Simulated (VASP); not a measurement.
A run of VASP 6.6.1:

File INCAR:

```
SYSTEM = CoS
PREC = Accurate
ENCUT = 520
EDIFF = 1E-6
ISMEAR = 0
SIGMA = 0.05
LREAL = .FALSE.
LASPH = .TRUE.
NELM = 100
ALGO = Normal
ISIF = 2
LWAVE = .FALSE.
LCHARG = .FALSE.
ISPIN = 2
MAGMOM = 2 -1 0 0
LORBIT = 11
LMAXMIX = 4
LDAU = .TRUE.
LDAUTYPE = 2
LDAUL = 2 -1
LDAUU = 6 0
LDAUJ = 0 0
LDAUPRINT = 1
GGA = CA
```

KPOINTS

```
Automatic mesh
0
G
  4 4 6
  0 0 0
```

POSCAR

```
CoS
1.0
    3.1097975700      3.1097975700      0.0000000000
   -3.1097975700      3.1097975700      0.0000000000
    0.0000000000      0.0000000000      3.1097975700
Co S
2 2
Direct
    0.0000000000      0.0000000000      0.0000000000
    0.5000000000      0.5000000000      0.0000000000
    0.5000000000      0.0000000000      0.5000000000
    0.0000000000      0.5000000000      0.5000000000
```

Potentials or basis: VASP PAW LDA potentials, release 64 (Co, S).

Command:

```console
$ cat potpaw_LDA.64/Co/POTCAR potpaw_LDA.64/S/POTCAR > POTCAR
$ mpirun -np 1 vasp_std > vasp.out
```

Hardware: 1 thread of Intel(R) Xeon(R) 6975P-C (Granite Rapids), on a shared host.

Estimate the wall time of this run.

Wall time 59 s on 1 thread of Intel(R) Xeon(R) 6975P-C (Granite Rapids) (shared host), peak memory 0.18 GiB. Counts: scf iterations 26, k points 24.
